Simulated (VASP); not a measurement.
Input:

```
CELL_PARAMETERS angstrom
      2.87127     0.00000     0.00000
      0.00000     2.87127     0.00000
      0.00000     0.00000     2.87127
ATOMIC_POSITIONS crystal
  Ti 0.00000 0.00000 0.00000
  Co 0.50000 0.50000 0.50000
```

All values below come from PBE GGA with D3 dispersion (Becke-Johnson damping), VASP's PBE PAW potentials (set 64) (plane waves; VASP). Numerical set-up: 520 eV cut-off, 12×12×12 Γ-centred mesh, first-order Methfessel-Paxton smearing of 0.10 eV, potentials Ti_sv Co.

Problem. Give the stress tensor in GPa (positive for a compressed cell).

Solution. 
```
13.23   0.00   0.00
 0.00  13.23   0.00
 0.00   0.00  13.23
```
The pressure is its mean diagonal, 13.23 GPa.

The compound is TiCo in the CsCl type structure. This cell is one point of a volume scan, at 0.94 of the reference volume. The run is not spin-polarised, so no magnetic state was tried. The electron count is odd and the run is not spin-polarised, which forces a metal.
